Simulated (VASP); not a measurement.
Here is the system:

```
CELL_PARAMETERS angstrom
      0.00000     3.20462     3.20462
      3.20462     0.00000     3.20462
      3.20462     3.20462     0.00000
ATOMIC_POSITIONS crystal
  Na 0.00000 0.00000 0.00000
  I  0.50000 0.50000 0.50000
```

These are PBEsol GGA, VASP's PBE PAW potentials (set 64) (plane waves; VASP) values and carry that method's errors. Settings: PREC = Normal, EDIFF = 1E-5, 400 eV cut-off, 8×8×8 Γ-centred mesh, Gaussian smearing of 0.050 eV, potentials Na_pv I.

Unless said otherwise, spin-orbit coupling is left out, though it shifts the bands of the heavy elements here.

### Question
Estimate the energy per atom (σ→0), band gap (on the k-mesh) with the smallest direct gap where there is one.

### Answer

```json
{
  "band gap (on the k-mesh)": "3.58 eV",
  "smallest direct gap (on the k-mesh)": "3.58 eV",
  "energy per atom (σ→0)": "-2.834 eV/atom"
}
```

Only differences to runs with the same potentials and settings are physical.

The compound is NaI in the rock salt structure. It was relaxed first.
